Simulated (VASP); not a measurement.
# ZrPbO3 (Pm-3m) in VASP: Born charges and dielectric tensor with LDA

Aim: the Born charges and dielectric tensor of ZrPbO3 with LDA.

Everything below comes from runs of VASP 6.6.1. Logs are shortened: lines on timing, memory, paths and dates and some standing lists are left out, and cuts for length are marked.

**1. Starting point**

The structure is cubic, space group Pm-3m (No. 221). The conventional cell has a = 4.111 Å, b = 4.111 Å, c = 4.111 Å, α = 90.00°, β = 90.00°, γ = 90.00°. Around Zr (site symmetry m-3m) lie 6 O at 2.06 Å. Pb (site symmetry m-3m) is surrounded by 12 O at 2.91 Å. O (site symmetry 4/mmm) has 2 Zr at 2.06 Å as nearest neighbours.

The cell is a database's computed one.

**2. Born charges and dielectric tensor, LDA**

Input file INCAR:

```
PREC = Accurate
ENCUT = 600
EDIFF = 1E-8
ISMEAR = 0
SIGMA = 0.02
LREAL = False
LASPH = True
NELM = 80
ALGO = Normal
ISIF = 2
LWAVE = False
LCHARG = False
LEPSILON = True
IBRION = 8
NSW = 1
```

Input file KPOINTS:

```
regular mesh
0
Gamma
  4 4 4
```

Input file POSCAR:

```
ZrPbO3
1.0
    4.1109300000      0.0000000000      0.0000000000
    0.0000000000      4.1109300000      0.0000000000
    0.0000000000      0.0000000000      4.1109300000
Zr Pb O
1 1 3
Direct
    0.0000000000      0.0000000000      0.0000000000
    0.5000000000      0.5000000000      0.5000000000
    0.5000000000      0.0000000000      0.0000000000
    0.0000000000      0.0000000000      0.5000000000
    0.0000000000      0.5000000000      0.0000000000
```

Potentials or basis: VASP PAW LDA potentials, release 64 (Zr_sv, Pb_d, O).

Command:

```console
$ cat potpaw_LDA.64/Zr_sv/POTCAR potpaw_LDA.64/Pb_d/POTCAR potpaw_LDA.64/O/POTCAR > POTCAR
$ mpirun -np 1 vasp_std > vasp.out
```

OUTCAR:

```text
PREC = Accurate
   ENCUT = 600
   EDIFF = 1E-8
   ISMEAR = 0
   LREAL = False
   LASPH = True
   NELM = 80
   ISIF = 2
   LEPSILON = True
   IBRION = 8
   NSW = 1

 ion  position               nearest neighbor table
   1  0.000  0.000  0.000-   3 2.06   4 2.06   5 2.06   4 2.06   5 2.06   3 2.06   2 3.56   2 3.56
                             2 3.56   2 3.56   2 3.56   2 3.56   2 3.56   2 3.56
   2  0.500  0.500  0.500-   3 2.91   4 2.91   5 2.91   3 2.91   5 2.91   3 2.91   4 2.91   3 2.91
                             4 2.91   5 2.91   5 2.91   4 2.91   1 3.56   1 3.56   1 3.56   1 3.56
   3  0.500  0.000  0.000-   1 2.06   1 2.06   2 2.91   2 2.91   2 2.91   2 2.91
   4  0.000  0.000  0.500-   1 2.06   1 2.06   2 2.91   2 2.91   2 2.91   2 2.91
   5  0.000  0.500  0.000-   1 2.06   1 2.06   2 2.91   2 2.91   2 2.91   2 2.91

  LATTYP: Found a simple cubic cell.
 ALAT       =     4.1109300000

  Lattice vectors:

 A1 = (   4.1109300000,   0.0000000000,   0.0000000000)
 A2 = (   0.0000000000,   4.1109300000,   0.0000000000)
 A3 = (   0.0000000000,   0.0000000000,   4.1109300000)

Analysis of symmetry for initial positions (statically):
=====================================================================
 Subroutine PRICEL returns:
 Original cell was already a primitive cell.

 Routine SETGRP: Setting up the symmetry group for a
 simple cubic supercell.

 Subroutine GETGRP returns: Found 48 space group operations
 (whereof 48 operations were pure point group operations)
 out of a pool of 48 trial point group operations.

The static configuration has the point symmetry O_h .

Analysis of symmetry for dynamics (positions and initial velocities):
=====================================================================
 Subroutine PRICEL returns:
 Original cell was already a primitive cell.

 Routine SETGRP: Setting up the symmetry group for a
 simple cubic supercell.

 Subroutine GETGRP returns: Found 48 space group operations
 (whereof 48 operations were pure point group operations)
 out of a pool of 48 trial point group operations.

The dynamic configuration has the point symmetry O_h .

 Subroutine INISYM returns: Found 48 space group operations
 (whereof 48 operations are pure point group operations),
 and found     1 'primitive' translations

----------------------------------------------------------------------------------------

                                     Primitive cell

  volume of cell :      69.4737

  direct lattice vectors                    reciprocal lattice vectors
     4.110930000  0.000000000  0.000000000     0.243253960  0.000000000  0.000000000
     0.000000000  4.110930000  0.000000000     0.000000000  0.243253960  0.000000000
     0.000000000  0.000000000  4.110930000     0.000000000  0.000000000  0.243253960

  length of vectors
     4.110930000  4.110930000  4.110930000     0.243253960  0.243253960  0.243253960

  position of ions in fractional coordinates (direct lattice)
     0.000000000  0.000000000  0.000000000
     0.500000000  0.500000000  0.500000000
     0.500000000  0.000000000  0.000000000
     0.000000000  0.000000000  0.500000000
     0.000000000  0.500000000  0.000000000
[... 495 lines left out ...]
    -0.00110  0.00000  0.00000
     0.00000 -0.01488  0.00000
     0.00000  0.00000 -0.01982

 MACROSCOPIC STATIC DIELECTRIC TENSOR (including local field effects in DFT)
 ------------------------------------------------------
           7.408172     0.000000     0.000000
          -0.000000     7.408172     0.000000
          -0.000000     0.000000     7.408172
 ------------------------------------------------------

 PIEZOELECTRIC TENSOR (including local field effects)  for field in x, y, z        (e  Angst)
          XX          YY          ZZ          XY          YZ          ZX
  --------------------------------------------------------------------------------
  x     0.00000     0.00000     0.00000     0.00000     0.00000     0.00000
  y     0.00000     0.00000     0.00000     0.00000     0.00000     0.00000
  z     0.00000     0.00000     0.00000     0.00000     0.00000     0.00000

 PIEZOELECTRIC TENSOR (including local field effects)  for field in x, y, z        (C/m^2)
          XX          YY          ZZ          XY          YZ          ZX
  --------------------------------------------------------------------------------
  x     0.00000     0.00000     0.00000     0.00000     0.00000     0.00000
  y     0.00000     0.00000     0.00000     0.00000     0.00000     0.00000
  z     0.00000     0.00000     0.00000     0.00000     0.00000     0.00000

 BORN EFFECTIVE CHARGES (including local field effects) (in |e|, cummulative output)
 ---------------------------------------------------------------------------------
 ion    1
    1     5.99362    -0.00000    -0.00000
    2    -0.00000     5.99362    -0.00000
    3     0.00000     0.00000     5.99362
 ion    2
    1     3.96171    -0.00000     0.00000
    2    -0.00000     3.96171     0.00000
    3     0.00000    -0.00000     3.96171
 ion    3
    1    -4.94956     0.00000     0.00000
    2     0.00000    -2.50289    -0.00000
    3    -0.00000    -0.00000    -2.50289
 ion    4
    1    -2.50289    -0.00000     0.00000
    2     0.00000    -2.50289     0.00000
    3    -0.00000    -0.00000    -4.94956
 ion    5
    1    -2.50289     0.00000    -0.00000
    2     0.00000    -4.94956     0.00000
    3     0.00000     0.00000    -2.50289

 INTERNAL STRAIN TENSOR FOR ION    5 for displacements in x,y,z  (eV/Angst):
          X           Y           Z          XY          YZ          ZX
  --------------------------------------------------------------------------------
  x     0.00000     0.00000     0.00000     0.00000     0.00000     0.00000
  y     0.00000     0.00000     0.00000     0.00000     0.00000     0.00000
  z     0.00000     0.00000     0.00000     0.00000     0.00000     0.00000

 SECOND DERIVATIVES (NOT SYMMETRIZED)
 ------------------------------------
               1X          1Y          1Z          2X          2Y          2Z          3X          3Y          3Z          4X          4Y          4Z          5X          5Y          5Z
  1X   -10.411966   -0.000000    0.000000    2.504800    0.000000    0.000000    9.942124    0.000000    0.000000   -1.017479   -0.000000   -0.000000   -1.017479    0.000000    0.000000
  1Y    -0.000000  -10.411966    0.000000    0.000000    2.504800   -0.000000    0.000000   -1.017479    0.000000   -0.000000   -1.017479   -0.000000    0.000000    9.942124    0.000000
  1Z     0.000000    0.000000  -10.411966   -0.000000   -0.000000    2.504800    0.000000   -0.000000   -1.017479    0.000000    0.000000    9.942124   -0.000000    0.000000   -1.017479
  2X     2.526853    0.000000    0.000000    0.788314   -0.000000   -0.000000    0.758393    0.000000   -0.000000   -2.036780    0.000000   -0.000000   -2.036780   -0.000000   -0.000000
  2Y     0.000000    2.526853    0.000000   -0.000000    0.788314   -0.000000   -0.000000   -2.036780   -0.000000    0.000000   -2.036780    0.000000   -0.000000    0.758393   -0.000000
  2Z     0.000000    0.000000    2.526853   -0.000000   -0.000000    0.788314    0.000000   -0.000000   -2.036780   -0.000000   -0.000000    0.758393   -0.000000    0.000000   -2.036780
  3X     9.938900    0.000000   -0.000000    0.751431   -0.000000   -0.000000  -17.591471    0.000000    0.000000    3.450570   -0.000000    0.000000    3.450570   -0.000000    0.000000
  3Y     0.000000   -1.047172    0.000000    0.000000   -2.039052    0.000000    0.000000   -0.074272    0.000000    0.000000   -0.301978    0.000000    0.000000    3.462473    0.000000
  3Z     0.000000    0.000000   -1.047172    0.000000    0.000000   -2.039052    0.000000    0.000000   -0.074272    0.000000    0.000000    3.462473    0.000000    0.000000   -0.301978
  4X    -1.047172    0.000000    0.000000   -2.039052    0.000000    0.000000    3.462473    0.000000    0.000000   -0.074272    0.000000    0.000000   -0.301978    0.000000    0.000000
  4Y     0.000000   -1.047172    0.000000    0.000000   -2.039052    0.000000    0.000000   -0.301978    0.000000    0.000000   -0.074272    0.000000    0.000000    3.462473    0.000000
  4Z     0.000000    0.000000    9.938900    0.000000    0.000000    0.751431   -0.000000   -0.000000    3.450570    0.000000    0.000000  -17.591471   -0.000000    0.000000    3.450570
  5X    -1.047172    0.000000    0.000000   -2.039052    0.000000    0.000000    3.462473    0.000000    0.000000   -0.301978    0.000000    0.000000   -0.074272    0.000000    0.000000
  5Y     0.000000    9.938900    0.000000   -0.000000    0.751431   -0.000000   -0.000000    3.450570   -0.000000   -0.000000    3.450570   -0.000000    0.000000  -17.591471    0.000000
  5Z     0.000000    0.000000   -1.047172    0.000000    0.000000   -2.039052    0.000000    0.000000   -0.301978    0.000000    0.000000    3.462473    0.000000    0.000000   -0.074272

 Eigenvectors and eigenvalues of the dynamical matrix
 ----------------------------------------------------

   1 f  =   17.416575 THz   109.431568 2PiTHz  580.954408 cm-1    72.029134 meV
             X         Y         Z           dx          dy          dz
      0.000000  0.000000  0.000000    -0.000096   -0.139544   -0.177401
      2.055465  2.055465  2.055465    -0.000007   -0.010162   -0.012919
      2.055465  0.000000  0.000000     0.000399   -0.106820   -0.135800
      0.000000  0.000000  2.055465    -0.000073   -0.106820    0.741109
      0.000000  2.055465  0.000000    -0.000073    0.582958   -0.135800
[... 105 lines left out ...]
  15 f/i=    4.542585 THz    28.541905 2PiTHz  151.524337 cm-1    18.786615 meV
             X         Y         Z           dx          dy          dz
      0.000000  0.000000  0.000000    -0.016294    0.017027    0.101168
      2.055465  2.055465  2.055465     0.072789   -0.076064   -0.451943
      2.055465  0.000000  0.000000    -0.037075    0.098214    0.583545
      0.000000  0.000000  2.055465    -0.093984    0.098214    0.230195
      0.000000  2.055465  0.000000    -0.093984    0.038743    0.583545

--------------------------------------------------------------------------------------------------------

 MACROSCOPIC STATIC DIELECTRIC TENSOR IONIC CONTRIBUTION
 ------------------------------------------------------
           5.881586    -0.000000    -0.000000
          -0.000000     5.881586    -0.000000
          -0.000000    -0.000000     5.881586
 ------------------------------------------------------

 ELASTIC MODULI CONTR FROM IONIC RELAXATION (kBar)
 Direction    XX          YY          ZZ          XY          YZ          ZX
 --------------------------------------------------------------------------------
 XX           0.0000      0.0000      0.0000      0.0000      0.0000      0.0000
 YY           0.0000      0.0000      0.0000      0.0000      0.0000      0.0000
 ZZ           0.0000      0.0000      0.0000      0.0000      0.0000      0.0000
 XY           0.0000      0.0000      0.0000      0.0000      0.0000      0.0000
 YZ           0.0000      0.0000      0.0000      0.0000      0.0000      0.0000
 ZX           0.0000      0.0000      0.0000      0.0000      0.0000      0.0000
 --------------------------------------------------------------------------------

 PIEZOELECTRIC TENSOR IONIC CONTR  for field in x, y, z        (C/m^2)
          XX          YY          ZZ          XY          YZ          ZX
  --------------------------------------------------------------------------------
  x     0.00000     0.00000     0.00000     0.00000     0.00000     0.00000
  y     0.00000     0.00000     0.00000     0.00000     0.00000     0.00000
  z     0.00000     0.00000     0.00000     0.00000     0.00000     0.00000
```

Run time: 6.7 min. Hardware: 1 thread of Intel Xeon 6975P-C (Granite Rapids), shared host; peak memory 0.36 GiB.

What came out:

```yaml
Band_gap_on_the_k_mesh: 2.34 eV, direct
Electronic_dielectric_tensor_diagonal: 7.41
Born_charges_mean_of_the_diagonal: Zr +5.99; Pb +3.96; O -3.32 e
Highest_phonon_frequency_at_Γ_LO-TO_splitting_left_out: 581 cm⁻¹
Most_unstable_mode: 152i cm⁻¹
```

Levels at points of the mesh, in eV from the valence-band top:
```tsv
k point	band 18	band 19	band 20	band 21	band 22	band 23	band 24	band 25	band 26
(0.00, 0.00, 0.00)	-1.11	-1.11	-0.38	-0.38	-0.38	3.67	3.67	3.67	6.54
(0.50, 0.00, 0.00)	-1.59	-1.36	-0.43	-0.43	0.00	2.34	3.71	5.13	5.13
(0.50, 0.50, 0.00)	-2.21	-2.21	-1.60	-0.73	-0.04	4.28	4.48	4.48	6.01
(0.50, 0.50, 0.50)	-4.02	-3.59	-0.07	-0.07	-0.07	5.73	5.73	5.73	7.41
```

Phonon frequencies in cm⁻¹ (negative: imaginary):
```
              q point                                               frequencies
(0.000, 0.000, 0.000)  -152 -152 -152 -62 -62 -62 0 0 0 144 144 144 581 581 581
```

Electronic dielectric tensor:
```
7.41 0.00 0.00
0.00 7.41 0.00
0.00 0.00 7.41
```

Born effective charge tensors (e):
atom 1, Zr
```
5.99 0.00 0.00
0.00 5.99 0.00
0.00 0.00 5.99
```
atom 2, Pb
```
3.96 0.00 0.00
0.00 3.96 0.00
0.00 0.00 3.96
```
atom 3, O
```
-4.95  0.00  0.00
 0.00 -2.50  0.00
 0.00  0.00 -2.50
```
atom 4, O
```
-2.50  0.00  0.00
 0.00 -2.50  0.00
 0.00  0.00 -4.95
```
atom 5, O
```
-2.50  0.00  0.00
 0.00 -4.95  0.00
 0.00  0.00 -2.50
```

Caveat: some modes are imaginary; spin-orbit coupling is left out, which as a rule narrows the gap of such compounds by several tenths of an eV.
